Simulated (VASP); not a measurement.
Method: PBE GGA with D4 dispersion, VASP's PBE PAW potentials (set 64) (plane waves; VASP 6.6.1).

VASP input:

File POSCAR:
```
TiAl
8.0518250
  0.3484310005   0.0000000000   0.0000000000
  0.0000000000   0.3484310005   0.0000000000
  0.0000000000   0.0000000000   0.4999999726
Ti Al
1 1
Cart
  0.0000000000   0.0000000000   0.0000000000
  0.1742155002   0.1742155002   0.2499999863
```

### INCAR
```
# general
SYSTEM =TiAl
PREC   =Accurate
ENCUT  =520   # plane-wave cut-off (eV)
LREAL  =.FALSE.   # projection in real space or not
LASPH  =.TRUE.

# electronic loop
EDIFF  =1E-7
NELM   =100   # most electronic steps
ALGO   =Normal   # blocked Davidson
LMAXMIX=4   # l cut-off of mixed one-centre charges

# smearing
ISMEAR =-5

# functional
GGA    =PE   # PBE
IVDW   =13   # D4

# ions
ISIF   =2   # forces and stress, cell fixed

# output
LWAVE  =.FALSE.
LCHARG =.TRUE.
LORBIT =11
NEDOS  =601
```

File KPOINTS:
```
Regular mesh
0
gamma
14 14 10
0 0 0
```

POTCAR, in this order: Ti_sv Al (PBE.64 set). Program: vasp_std.

Output

OUTCAR:
```
 ion  position               nearest neighbor table
   1  0.000  0.000  0.000-   2 2.83   2 2.83   2 2.83   2 2.83   2 2.83   2 2.83   2 2.83   2 2.83
  LATTYP: Found a simple tetragonal cell.
 ALAT       =     2.8055054406
 C/A-ratio  =     1.4350042672
 Subroutine PRICEL returns:
 Original cell was already a primitive cell.
 Subroutine GETGRP returns: Found 16 space group operations
The static configuration has the point symmetry D_4h.
The dynamic configuration has the point symmetry D_4h.
 Subroutine INISYM returns: Found 16 space group operations
 Subroutine IBZKPT returns following result:
 Found    216 irreducible k-points:

 Following reciprocal coordinates:
            Coordinates               Weight
  0.000000  0.000000  0.000000      1.000000
  0.071429  0.000000  0.000000      4.000000
  0.142857  0.000000  0.000000      4.000000
  0.214286  0.000000  0.000000      4.000000
  0.285714  0.000000  0.000000      4.000000
  0.357143  0.000000  0.000000      4.000000
  0.428571  0.000000  0.000000      4.000000
  0.500000  0.000000  0.000000      2.000000
  0.071429  0.071429  0.000000      4.000000
  0.142857  0.071429  0.000000      8.000000
  0.214286  0.071429  0.000000      8.000000
  0.285714  0.071429  0.000000      8.000000
  0.357143  0.071429  0.000000      8.000000
  0.428571  0.071429  0.000000      8.000000
  0.500000  0.071429  0.000000      4.000000
  0.142857  0.142857  0.000000      4.000000
  0.214286  0.142857  0.000000      8.000000
  0.285714  0.142857  0.000000      8.000000
  0.357143  0.142857  0.000000      8.000000
  0.428571  0.142857  0.000000      8.000000
  0.500000  0.142857  0.000000      4.000000
  0.214286  0.214286  0.000000      4.000000
  0.285714  0.214286  0.000000      8.000000
  0.357143  0.214286  0.000000      8.000000
...
```

File OSZICAR:
```
       N       E                     dE             d eps       ncg     rms          rms(c)
DAV:   1     0.899454345887E+02    0.89945E+02   -0.75147E+03  4752   0.139E+03
DAV:   2    -0.794881672329E+01   -0.97894E+02   -0.95283E+02  4800   0.336E+02
DAV:   3    -0.137453344625E+02   -0.57965E+01   -0.55631E+01  7565   0.787E+01
DAV:   4    -0.139515230585E+02   -0.20619E+00   -0.20382E+00  6009   0.127E+01
DAV:   5    -0.139606545241E+02   -0.91315E-02   -0.91025E-02  6928   0.245E+00    0.989E+00
DAV:   6    -0.125415836333E+02    0.14191E+01   -0.12476E+01  5882   0.385E+01    0.338E+00
DAV:   7    -0.123958035250E+02    0.14578E+00   -0.11282E+00  5528   0.116E+01    0.196E+00
DAV:   8    -0.123855029390E+02    0.10301E-01   -0.15198E-01  5377   0.435E+00    0.494E-01
DAV:   9    -0.123836554456E+02    0.18475E-02   -0.23109E-02  5605   0.201E+00    0.253E-01
DAV:  10    -0.123839702764E+02   -0.31483E-03   -0.16750E-03  5959   0.481E-01    0.540E-02
DAV:  11    -0.123839751829E+02   -0.49065E-05   -0.32823E-04  5823   0.198E-01    0.449E-02
DAV:  12    -0.123839861252E+02   -0.10942E-04   -0.29241E-05  5449   0.624E-02    0.118E-02
DAV:  13    -0.123839863972E+02   -0.27203E-06   -0.13530E-06  6368   0.130E-02    0.639E-03
DAV:  14    -0.123839863008E+02    0.96383E-07   -0.49736E-07  5093   0.974E-03
   1 F= -.12963734E+02 E0= -.12963734E+02  d E =0.000000E+00
```

OUTCAR:
```
------------------------ aborting loop because EDIFF is reached ----------------------------------------
  Edisp (eV):   -0.57975
  FORCE on cell =-STRESS in cart. coord.  units (eV):
  Direction    XX          YY          ZZ          XY          YZ          ZX
  --------------------------------------------------------------------------------------
  Total      -0.04029    -0.04029     0.05866     0.00000    -0.00000     0.00000
  in kB      -2.03729    -2.03729     2.96609     0.00000    -0.00000     0.00000
  external pressure =       -0.37 kB  Pullay stress =        0.00 kB
  volume of cell :       31.69
      direct lattice vectors                 reciprocal lattice vectors
     2.805505441  0.000000000  0.000000000     0.356442011  0.000000000  0.000000000
     0.000000000  2.805505441  0.000000000     0.000000000  0.356442011  0.000000000
     0.000000000  0.000000000  4.025912279     0.000000000  0.000000000  0.248390906
 POSITION                                       TOTAL-FORCE (eV/Angst)
 -----------------------------------------------------------------------------------
      0.00000      0.00000      0.00000         0.000000      0.000000      0.000000
      1.40275      1.40275      2.01296         0.000000      0.000000      0.000000
 -----------------------------------------------------------------------------------
    total drift:                               -0.000000      0.000000      0.000000
  FREE ENERGIE OF THE ION-ELECTRON SYSTEM (eV)
  ---------------------------------------------------
  free  energy   TOTEN  =       -12.9637343249 eV

  energy  without entropy=      -12.9637343249  energy(sigma->0) =      -12.96373432

 total charge

# of ion       s       p       d       tot
------------------------------------------
    1        2.205   6.123   1.975  10.302
    2        0.414   0.427   0.000   0.840
--------------------------------------------------
tot          2.618   6.550   1.975  11.143
```
(Selected blocks of OUTCAR.)

For a metal the tetrahedron method with Blöchl corrections gives inexact stress and forces.

The compound is TiAl in the L1_0 structure. It was relaxed first. The electron count is odd and the run is not spin-polarised, which forces a metal.
